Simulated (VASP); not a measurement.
Energy against volume of KBr (rock salt). These are optB88-vdW, VASP's PBE PAW potentials (set 64) (plane waves; VASP) values and carry that method's errors.

```json
[
 {"V (Å³/atom)": "33.347", "E (eV/atom)": "-1.21338"},
 {"V (Å³/atom)": "34.412", "E (eV/atom)": "-1.21899"},
 {"V (Å³/atom)": "35.476", "E (eV/atom)": "-1.22060"},
 {"V (Å³/atom)": "36.540", "E (eV/atom)": "-1.21885"},
 {"V (Å³/atom)": "37.604", "E (eV/atom)": "-1.21428"}
]
```

Problem. Fit a third-order Birch-Murnaghan equation of state.

Solution. 
```yaml
volume_per_atom: 35.42 Å³/atom
bulk_modulus: 16.9 GPa
pressure_derivative_of_the_bulk_modulus: 4.85
lattice_constant_a: 6.568 Å
```

The compound is KBr in the rock salt structure. It was relaxed first.
